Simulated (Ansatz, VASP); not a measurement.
# CuH8C6N2Cl2 (CuH8C6N2Cl2 (C2/m)) in two plane-wave programs

Aim: how closely do two programs agree when they are given the same cell, functional and k mesh? The structure shown is the start of the Ansatz relaxation below; VASP solves that cell, so the two are compared at the walk's first step.

Method: plane waves, with VASP 6.6.1 beside it; single point at LDA, in Ansatz 0.2.0.

## 1. Starting point

The cell holds 152 atoms: 8 Cu, 64 H, 48 C, 16 N and 16 Cl. Cell: a = 12.450 Å, b = 13.692 Å, c = 9.584 Å, α = 90.1°, β = 106.8°, γ = 90.3°. It derives from CuH8C6N2Cl2 (C2/m), repeated 1×2×1. As first built, before any earlier steps moved the atoms (in the runner's words): CuH8C6N2Cl2, space group C2/m, measured structure (Crystallography Open Database), 1 x 2 x 1 conventional cells; every coordinate displaced by a Gaussian of 0.02 A; bonds to H set to neutron lengths (C-H 1.089, N-H 1.015, O-H 0.983, B-H 1.19 A) where the measured ones are shorter.

## 2. Ansatz: relaxation, LDA

Ansatz runs on its default PAW (the set named soft_2) files.

The two programs are compared at the cell with which this relaxation starts, whose forces are those of its first step.

Input file input.yaml:

```yaml
crystal:
  lattice:
    - [12.44933, -0.03357, -0.1491]
    - [-0.03615, 13.69191, -0.02847]
    - [-2.66756, -0.01207, 9.2049]
  atoms:
    - { symbol: Cu, position: [0.952, 0.25094, 0.65718] }
    - { symbol: Cu, position: [0.04429, 0.2521, 0.34301] }
    - { symbol: Cu, position: [0.45591, 0.99768, 0.65648] }
    - { symbol: Cu, position: [0.54825, 0.99875, 0.34252] }
    - { symbol: H, position: [0.82502, 0.40864, 0.46302] }
    - { symbol: H, position: [0.17464, 0.41061, 0.53257] }
    - { symbol: H, position: [0.32958, 0.15385, 0.46265] }
    - { symbol: H, position: [0.67536, 0.15718, 0.53372] }
    - { symbol: H, position: [0.1707, 0.09591, 0.537] }
    - { symbol: H, position: [0.82484, 0.0925, 0.46619] }
    - { symbol: H, position: [0.67427, 0.34098, 0.53622] }
    - { symbol: H, position: [0.32815, 0.33827, 0.46318] }
    - { symbol: H, position: [0.5499, 0.07107, 0.92621] }
    - { symbol: H, position: [0.40324, 0.06086, 0.11422] }
    - { symbol: H, position: [0.05039, 0.32434, 0.92577] }
    - { symbol: H, position: [0.90497, 0.31493, 0.10787] }
    - { symbol: H, position: [0.43647, 0.42917, 0.08435] }
    - { symbol: H, position: [0.54919, 0.42517, 0.92626] }
    - { symbol: H, position: [0.94928, 0.18004, 0.07616] }
    - { symbol: H, position: [0.09782, 0.1889, 0.88495] }
    - { symbol: H, position: [0.62702, 0.17904, 0.01014] }
    - { symbol: H, position: [0.3995, 0.16164, 0.98938] }
    - { symbol: H, position: [0.11962, 0.43609, 0.00952] }
    - { symbol: H, position: [0.89408, 0.42037, 0.98918] }
    - { symbol: H, position: [0.37977, 0.31616, 0.99125] }
    - { symbol: H, position: [0.62843, 0.31864, 0.00903] }
    - { symbol: H, position: [0.87677, 0.07133, 0.98809] }
    - { symbol: H, position: [0.10046, 0.08865, 0.01035] }
    - { symbol: H, position: [0.67267, 0.11146, 0.87427] }
    - { symbol: H, position: [0.30458, 0.16041, 0.10184] }
    - { symbol: H, position: [0.17407, 0.37005, 0.88002] }
    - { symbol: H, position: [0.80276, 0.41013, 0.10534] }
    - { symbol: H, position: [0.31648, 0.36901, 0.12224] }
    - { symbol: H, position: [0.67138, 0.38723, 0.87178] }
    - { symbol: H, position: [0.82573, 0.13517, 0.12249] }
    - { symbol: H, position: [0.19584, 0.08872, 0.89851] }
    - { symbol: C, position: [0.52317, 0.19531, 0.78255] }
    - { symbol: C, position: [0.47467, 0.19582, 0.22086] }
    - { symbol: C, position: [0.02156, 0.44809, 0.78027] }
    - { symbol: C, position: [0.97257, 0.44915, 0.22117] }
    - { symbol: C, position: [0.47593, 0.30109, 0.22074] }
    - { symbol: C, position: [0.52281, 0.30052, 0.78248] }
    - { symbol: C, position: [0.97718, 0.05436, 0.21711] }
    - { symbol: C, position: [0.02568, 0.05396, 0.77895] }
    - { symbol: C, position: [0.88232, 0.4494, 0.55668] }
    - { symbol: C, position: [0.11652, 0.45102, 0.44028] }
    - { symbol: C, position: [0.38534, 0.19536, 0.55677] }
    - { symbol: C, position: [0.6176, 0.19763, 0.44115] }
    - { symbol: C, position: [0.11492, 0.05438, 0.44294] }
    - { symbol: C, position: [0.88262, 0.05208, 0.55877] }
    - { symbol: C, position: [0.6172, 0.3002, 0.4424] }
    - { symbol: C, position: [0.38469, 0.29797, 0.55709] }
    - { symbol: C, position: [0.5968, 0.13726, 0.90546] }
    - { symbol: C, position: [0.39241, 0.14164, 0.10015] }
    - { symbol: C, position: [0.09477, 0.39229, 0.90602] }
    - { symbol: C, position: [0.89063, 0.39553, 0.09959] }
    - { symbol: C, position: [0.39882, 0.35641, 0.0978] }
    - { symbol: C, position: [0.59662, 0.35995, 0.90477] }
    - { symbol: C, position: [0.90369, 0.11225, 0.09387] }
    - { symbol: C, position: [0.10805, 0.1081, 0.8996] }
    - { symbol: "N", position: [0.95188, 0.39836, 0.66664] }
    - { symbol: "N", position: [0.04319, 0.39963, 0.33285] }
    - { symbol: "N", position: [0.45568, 0.14527, 0.6668] }
    - { symbol: "N", position: [0.54521, 0.1463, 0.33284] }
    - { symbol: "N", position: [0.04469, 0.10444, 0.33276] }
    - { symbol: "N", position: [0.9551, 0.10345, 0.66697] }
    - { symbol: "N", position: [0.5455, 0.35102, 0.33424] }
    - { symbol: "N", position: [0.45475, 0.34934, 0.66707] }
    - { symbol: Cl, position: [0.86449, 0.25003, 0.3729] }
    - { symbol: Cl, position: [0.13162, 0.25393, 0.62578] }
    - { symbol: Cl, position: [0.36863, 0.99585, 0.37393] }
    - { symbol: Cl, position: [0.63586, 0.99951, 0.62668] }
    - { symbol: Cl, position: [0.81552, 0.24943, 0.77308] }
    - { symbol: Cl, position: [0.18085, 0.25299, 0.22727] }
    - { symbol: Cl, position: [0.31956, 0.99695, 0.7726] }
    - { symbol: Cl, position: [0.68471, 0.00018, 0.22661] }
    - { symbol: Cu, position: [0.95588, 0.75087, 0.65458] }
    - { symbol: Cu, position: [0.04611, 0.7525, 0.34324] }
    - { symbol: Cu, position: [0.45398, 0.49727, 0.65687] }
    - { symbol: Cu, position: [0.54425, 0.49883, 0.34556] }
    - { symbol: H, position: [0.82586, 0.90872, 0.46389] }
    - { symbol: H, position: [0.17195, 0.9115, 0.53677] }
    - { symbol: H, position: [0.32504, 0.65511, 0.46657] }
    - { symbol: H, position: [0.67237, 0.65685, 0.53668] }
    - { symbol: H, position: [0.17509, 0.59452, 0.53337] }
    - { symbol: H, position: [0.82776, 0.59283, 0.46338] }
    - { symbol: H, position: [0.6753, 0.84105, 0.53677] }
    - { symbol: H, position: [0.3255, 0.83903, 0.46683] }
    - { symbol: H, position: [0.58988, 0.56203, 0.89399] }
    - { symbol: H, position: [0.39155, 0.56284, 0.1257] }
    - { symbol: H, position: [0.06489, 0.82023, 0.91465] }
    - { symbol: H, position: [0.9513, 0.82574, 0.07127] }
    - { symbol: H, position: [0.45, 0.92504, 0.07377] }
    - { symbol: H, position: [0.59347, 0.93507, 0.8929] }
    - { symbol: H, position: [0.91112, 0.68793, 0.10537] }
    - { symbol: H, position: [0.10979, 0.68651, 0.87343] }
    - { symbol: H, position: [0.60649, 0.66959, 0.01084] }
    - { symbol: H, position: [0.40855, 0.65175, 0.99254] }
    - { symbol: H, position: [0.1196, 0.93339, 0.00891] }
    - { symbol: H, position: [0.8689, 0.93167, 0.9923] }
    - { symbol: H, position: [0.38003, 0.81344, 0.99057] }
    - { symbol: H, position: [0.60664, 0.82884, 0.01055] }
    - { symbol: H, position: [0.89259, 0.57991, 0.98917] }
    - { symbol: H, position: [0.09049, 0.599, 0.00708] }
    - { symbol: H, position: [0.69531, 0.6547, 0.8923] }
    - { symbol: H, position: [0.30447, 0.67106, 0.08937] }
    - { symbol: H, position: [0.18452, 0.88215, 0.87852] }
    - { symbol: H, position: [0.83014, 0.86039, 0.13036] }
    - { symbol: H, position: [0.32636, 0.88006, 0.12031] }
    - { symbol: H, position: [0.69688, 0.84126, 0.89334] }
    - { symbol: H, position: [0.8049, 0.59632, 0.10874] }
    - { symbol: H, position: [0.19546, 0.57753, 0.91232] }
    - { symbol: C, position: [0.52653, 0.69549, 0.77867] }
    - { symbol: C, position: [0.47403, 0.6964, 0.22197] }
    - { symbol: C, position: [0.02438, 0.9487, 0.77916] }
    - { symbol: C, position: [0.97721, 0.94915, 0.21751] }
    - { symbol: C, position: [0.4786, 0.80153, 0.21965] }
    - { symbol: C, position: [0.52734, 0.8008, 0.77856] }
    - { symbol: C, position: [0.97351, 0.55445, 0.22124] }
    - { symbol: C, position: [0.02611, 0.55323, 0.77803] }
    - { symbol: C, position: [0.88299, 0.94952, 0.55764] }
    - { symbol: C, position: [0.11544, 0.95176, 0.44282] }
    - { symbol: C, position: [0.38308, 0.69614, 0.55923] }
    - { symbol: C, position: [0.61567, 0.69771, 0.4436] }
    - { symbol: C, position: [0.11704, 0.55358, 0.4406] }
    - { symbol: C, position: [0.88449, 0.55197, 0.55642] }
    - { symbol: C, position: [0.6179, 0.80028, 0.4432] }
    - { symbol: C, position: [0.38358, 0.7987, 0.55927] }
    - { symbol: C, position: [0.60747, 0.64238, 0.90037] }
    - { symbol: C, position: [0.39144, 0.64266, 0.10091] }
    - { symbol: C, position: [0.10166, 0.89354, 0.90212] }
    - { symbol: C, position: [0.9032, 0.88971, 0.09546] }
    - { symbol: C, position: [0.40537, 0.85735, 0.09395] }
    - { symbol: C, position: [0.60904, 0.8546, 0.90015] }
    - { symbol: C, position: [0.89263, 0.60774, 0.09971] }
    - { symbol: C, position: [0.1087, 0.6069, 0.89919] }
    - { symbol: "N", position: [0.95471, 0.89872, 0.66582] }
    - { symbol: "N", position: [0.04526, 0.90037, 0.33298] }
    - { symbol: "N", position: [0.45546, 0.64529, 0.6669] }
    - { symbol: "N", position: [0.54235, 0.64674, 0.33571] }
    - { symbol: "N", position: [0.04466, 0.60455, 0.33308] }
    - { symbol: "N", position: [0.95776, 0.60292, 0.66437] }
    - { symbol: "N", position: [0.54834, 0.85129, 0.33321] }
    - { symbol: "N", position: [0.45682, 0.85019, 0.66667] }
    - { symbol: Cl, position: [0.86623, 0.75112, 0.37369] }
    - { symbol: Cl, position: [0.13539, 0.75333, 0.62377] }
    - { symbol: Cl, position: [0.36467, 0.49641, 0.37613] }
    - { symbol: Cl, position: [0.63378, 0.4985, 0.62655] }
    - { symbol: Cl, position: [0.8216, 0.74789, 0.77326] }
    - { symbol: Cl, position: [0.18113, 0.75367, 0.22543] }
    - { symbol: Cl, position: [0.31861, 0.49622, 0.77407] }
    - { symbol: Cl, position: [0.67855, 0.50194, 0.22692] }
kpoints:
  mp_grid: { grid: [1, 1, 2] }
hamiltonian:
  xc: lda
scf:
  occupations: { method: gaussian, width: 0.05 }
output:
  forces: true
  eigenvalues: true
  stress: true
relax:
  f_tol: 0.05
  max_steps: 70
```

Run with:

```console
ansatz run input.yaml --threads 4 --pin off --max-ram 15872MiB --backend cpu --events-out ev --progress --plain --runs-dir out
```

Numbers of over 12 decimals in the logs are rounded to 6 here.

The log of the run:

```text
Warning: output.stress: scf.convergence.dr2_threshold = 1e-7 eV (the SCF's general default) is looser than the 1.08e-8 eV advised for a printed stress (1e-10 eV for each atom of the cell: 152, of which 108 are counted). What an SCF threshold leaves in a stress goes as its square root, and in the free energy as the threshold itself, and one threshold admits the most on a small cell: [figures from the program's tests c [...]
Engine: ansatz 0.2.0, aarch64-unknown-linux-gnu
Pseudopotentials: kind: paw
Pseudopotential: Cu, paw, valence charge 19, recommended cutoff 420 eV (normal), Cu.paw.azcp
Pseudopotential: H, paw, valence charge 1, recommended cutoff 420 eV (normal), H.paw.azcp
Pseudopotential: C, paw, valence charge 4, recommended cutoff 420 eV (normal), C.paw.azcp
Pseudopotential: N, paw, valence charge 5, recommended cutoff 420 eV (normal), N.paw.azcp
Pseudopotential: Cl, paw, valence charge 7, recommended cutoff 420 eV (normal), Cl.paw.azcp
Functional definition: SPW92
  exchange = slater_x
  correlation = pw_c
Crystal: 152 atoms, lattice volume = 1563.558 Å³
Basis set: ecut = 420 eV, 30493 PW (Γ)
Bands: 452, of which v1, the nominal top of the filled ones, is band 300 counted from 1 (299 counted from 0)
Symmetry: 1 space group operations
Space group: P1 (ITA 1), of the structure as read, at distance tolerance 1.2e-4 Å
k-points: 2
Non-local potential: Cu, projectors of the file, l = 0: 3, l = 1: 2, l = 2: 3, l = 3: 1
Non-local potential: H, projectors of the file, l = 0: 2, l = 1: 1
Non-local potential: C, projectors of the file, l = 0: 2, l = 1: 2, l = 2: 1
Non-local potential: N, projectors of the file, l = 0: 2, l = 1: 2, l = 2: 1
Non-local potential: Cl, projectors of the file, l = 0: 2, l = 1: 2, l = 2: 2
PAW form: soft (Blöchl's): semilocal exchange-correlation on the pseudo side does not see the compensation charge
PAW frozen core: Cu, regenerated for the run's functional, and the local potential with it (the file was generated under x = pbe(κ = 0.804, μ = 0.219515), c = pbe(β = 0.066725))
PAW frozen core: C, regenerated for the run's functional, and the local potential with it (the file was generated under x = pbe(κ = 0.804, μ = 0.219515), c = pbe(β = 0.066725))
PAW frozen core: N, regenerated for the run's functional, and the local potential with it (the file was generated under x = pbe(κ = 0.804, μ = 0.219515), c = pbe(β = 0.066725))
PAW frozen core: Cl, regenerated for the run's functional, and the local potential with it (the file was generated under x = pbe(κ = 0.804, μ = 0.219515), c = pbe(β = 0.066725))
PAW one-centre angular grid: Cu, 590 points (default); XC on 64 Gauss nodes
PAW one-centre angular grid: H, 110 points (default); XC on 64 Gauss nodes
PAW one-centre angular grid: C, 110 points (default); XC on 64 Gauss nodes
PAW one-centre angular grid: N, 110 points (default); XC on 64 Gauss nodes
PAW one-centre angular grid: Cl, 110 points (default); XC on 64 Gauss nodes
Initial density: superposition of atomic densities (neutral atoms: chi_scale 0, normalization atom), corrected by the library's trained network
Initial wavefunctions: pseudopotential atomic-orbital guess
Functional: x = slater, c = lda
SCF iter   1: F=—  HF=-87813.438987 eV  |F-HF|=—  |Δ(HF+E_count)|=         —  Δρ=1.32e-2  dr2=2.02e0  ethr=1.77e-3  ⟨swp⟩=5.0  Hψ=3613  notcnv=0  defer=218
preconditioner: auto → LDOS  [metal: Δε(μ)=0.028 eV  Ē_g=13.722 eV  σ=0.050 eV  W_gap=0.29  n_scr=330 (ndim 8)  ℏωp=21.7 eV  f_vac=0.087  D(μ)=54.59/eV (n_scr^D=414)  β→1.0]
SCF iter   2: F=—  HF=-87813.158931 eV  |F-HF|=—  |Δ(HF+E_count)|=   2.80e-1  Δρ=6.69e-3  dr2=5.48e-1  ethr=3.36e-4  ⟨swp⟩=2.0  Hψ=1648  notcnv=0  defer=280
SCF iter   3: F=—  HF=-87813.036141 eV  |F-HF|=—  |Δ(HF+E_count)|=   1.23e-1  Δρ=6.83e-3  dr2=5.08e-1  ethr=9.13e-5  ⟨swp⟩=2.0  Hψ=1248  notcnv=0  defer=280
[...]
- { symbol: C, position: [0.114226, 0.452309, 0.440281] }
    - { symbol: C, position: [0.387311, 0.196090, 0.556281] }
    - { symbol: C, position: [0.614966, 0.198211, 0.441728] }
    - { symbol: C, position: [0.112907, 0.053656, 0.443493] }
    - { symbol: C, position: [0.885245, 0.051514, 0.558107] }
    - { symbol: C, position: [0.615086, 0.299132, 0.442426] }
    - { symbol: C, position: [0.386940, 0.297081, 0.556416] }
    - { symbol: C, position: [0.595786, 0.138963, 0.897030] }
    - { symbol: C, position: [0.392875, 0.142981, 0.108820] }
    - { symbol: C, position: [0.095717, 0.394477, 0.896354] }
    - { symbol: C, position: [0.891510, 0.397182, 0.107921] }
    - { symbol: C, position: [0.399252, 0.354049, 0.106047] }
    - { symbol: C, position: [0.595595, 0.357846, 0.896606] }
    - { symbol: C, position: [0.904521, 0.110536, 0.102429] }
    - { symbol: C, position: [0.107437, 0.106749, 0.890946] }
    - { symbol: N, position: [0.953847, 0.400028, 0.662954] }
    - { symbol: N, position: [0.042170, 0.401375, 0.335541] }
    - { symbol: N, position: [0.456026, 0.146540, 0.664069] }
    - { symbol: N, position: [0.543409, 0.147448, 0.336365] }
    - { symbol: N, position: [0.044242, 0.103181, 0.335614] }
    - { symbol: N, position: [0.956833, 0.102300, 0.663417] }
    - { symbol: N, position: [0.544662, 0.349350, 0.336676] }
    - { symbol: N, position: [0.455568, 0.347776, 0.664166] }
    - { symbol: Cl, position: [0.869204, 0.250001, 0.377667] }
    - { symbol: Cl, position: [0.128334, 0.254225, 0.620365] }
    - { symbol: Cl, position: [0.371882, 0.995561, 0.379415] }
    - { symbol: Cl, position: [0.631036, 0.999582, 0.621993] }
    - { symbol: Cl, position: [0.822661, 0.249682, 0.769308] }
    - { symbol: Cl, position: [0.175193, 0.253369, 0.229239] }
    - { symbol: Cl, position: [0.325210, 0.996590, 0.770883] }
    - { symbol: Cl, position: [0.677505, -1.8021093464816137e-5, 0.230378] }
    - { symbol: Cu, position: [0.956736, 0.751162, 0.652523] }
    - { symbol: Cu, position: [0.044558, 0.752742, 0.345344] }
    - { symbol: Cu, position: [0.455601, 0.497044, 0.654690] }
    - { symbol: Cu, position: [0.543422, 0.498550, 0.347451] }
    - { symbol: H, position: [0.828105, 0.910683, 0.466131] }
    - { symbol: H, position: [0.168899, 0.913251, 0.535634] }
    - { symbol: H, position: [0.328049, 0.656293, 0.469166] }
    - { symbol: H, position: [0.669649, 0.658333, 0.534953] }
    - { symbol: H, position: [0.172170, 0.593395, 0.530796] }
    - { symbol: H, position: [0.830468, 0.591356, 0.465023] }
    - { symbol: H, position: [0.671830, 0.839089, 0.535628] }
    - { symbol: H, position: [0.328115, 0.836788, 0.469143] }
    - { symbol: H, position: [0.590397, 0.564975, 0.884514] }
    - { symbol: H, position: [0.393131, 0.565653, 0.134780] }
    - { symbol: H, position: [0.066431, 0.822846, 0.903675] }
    - { symbol: H, position: [0.951105, 0.828528, 0.080629] }
    - { symbol: H, position: [0.446327, 0.923449, 0.086647] }
    - { symbol: H, position: [0.593483, 0.931925, 0.882281] }
    - { symbol: H, position: [0.910839, 0.684969, 0.114605] }
    - { symbol: H, position: [0.107870, 0.683812, 0.864479] }
    - { symbol: H, position: [0.605725, 0.669862, 0.000562924] }
    - { symbol: H, position: [0.409542, 0.652335, 1.003364] }
    - { symbol: H, position: [0.116493, 0.933974, -0.000895802] }
    - { symbol: H, position: [0.870675, 0.932811, 1.002369] }
    - { symbol: H, position: [0.381917, 0.813102, 1.001200] }
    - { symbol: H, position: [0.604315, 0.829129, 0.000236073] }
    - { symbol: H, position: [0.893679, 0.579508, 0.999377] }
    - { symbol: H, position: [0.089819, 0.598132, -0.00374841] }
    - { symbol: H, position: [0.693877, 0.656492, 0.885301] }
    - { symbol: H, position: [0.306680, 0.671494, 0.097160] }
    - { symbol: H, position: [0.183414, 0.887073, 0.872481] }
    - { symbol: H, position: [0.832428, 0.863479, 0.138088] }
    - { symbol: H, position: [0.325428, 0.874309, 0.128271] }
    - { symbol: H, position: [0.694894, 0.838790, 0.887416] }
    - { symbol: H, position: [0.806520, 0.594568, 0.115551] }
    - { symbol: H, position: [0.193326, 0.577456, 0.903923] }
    - { symbol: C, position: [0.527456, 0.696060, 0.773035] }
    - { symbol: C, position: [0.473541, 0.696952, 0.228122] }
    - { symbol: C, position: [0.024707, 0.949781, 0.773249] }
    - { symbol: C, position: [0.977486, 0.950126, 0.223247] }
    - { symbol: C, position: [0.477440, 0.800542, 0.226292] }
    - { symbol: C, position: [0.527928, 0.799809, 0.772870] }
    - { symbol: C, position: [0.972730, 0.553877, 0.226863] }
    - { symbol: C, position: [0.026624, 0.552701, 0.771785] }
    - { symbol: C, position: [0.885106, 0.950594, 0.557483] }
[...]
- { symbol: C, position: [0.607475, 0.643904, 0.892139] }
    - { symbol: C, position: [0.392279, 0.643915, 0.109493] }
    - { symbol: C, position: [0.101089, 0.895836, 0.893837] }
    - { symbol: C, position: [0.904229, 0.891794, 0.103691] }
    - { symbol: C, position: [0.404408, 0.855199, 0.103579] }
    - { symbol: C, position: [0.608329, 0.852899, 0.891907] }
    - { symbol: C, position: [0.892840, 0.606178, 0.107803] }
    - { symbol: C, position: [0.107872, 0.605704, 0.890474] }
    - { symbol: N, position: [0.955549, 0.900390, 0.663238] }
    - { symbol: N, position: [0.044488, 0.901935, 0.335891] }
    - { symbol: N, position: [0.457109, 0.646424, 0.664502] }
    - { symbol: N, position: [0.541523, 0.647898, 0.338411] }
    - { symbol: N, position: [0.043126, 0.603428, 0.335452] }
    - { symbol: N, position: [0.958623, 0.601777, 0.661544] }
    - { symbol: N, position: [0.546348, 0.849639, 0.336881] }
    - { symbol: N, position: [0.457863, 0.848474, 0.664167] }
    - { symbol: Cl, position: [0.870214, 0.751565, 0.378426] }
    - { symbol: Cl, position: [0.130770, 0.753558, 0.619046] }
    - { symbol: Cl, position: [0.369381, 0.496207, 0.380862] }
    - { symbol: Cl, position: [0.629873, 0.498029, 0.621670] }
    - { symbol: Cl, position: [0.826845, 0.748050, 0.770668] }
    - { symbol: Cl, position: [0.175021, 0.753404, 0.228028] }
    - { symbol: Cl, position: [0.324893, 0.496555, 0.771553] }
    - { symbol: Cl, position: [0.673312, 0.501771, 0.229287] }
```

In the SCF lines HF is the Harris–Foulkes energy and dr2 the Hartree energy of the density residual, in eV; the loop may stop once dr2 is under the threshold and the program's other checks hold. Hψ counts applications of the Hamiltonian.

(Part 1 of 2 ends here.)

[Lines on the potential files, build, host, timing and source positions are cut from VASP's logs without a mark.]

[Logs are printed without paths, hosts, clocks, repeated set-up lines and the standing remarks that a program may print on its own settings, such as how far it seeks lower states.]

[Hosts, paths, dates, database ids (printed as entryN), source tags and the programs' standing remarks are cut or masked in the printed files.]
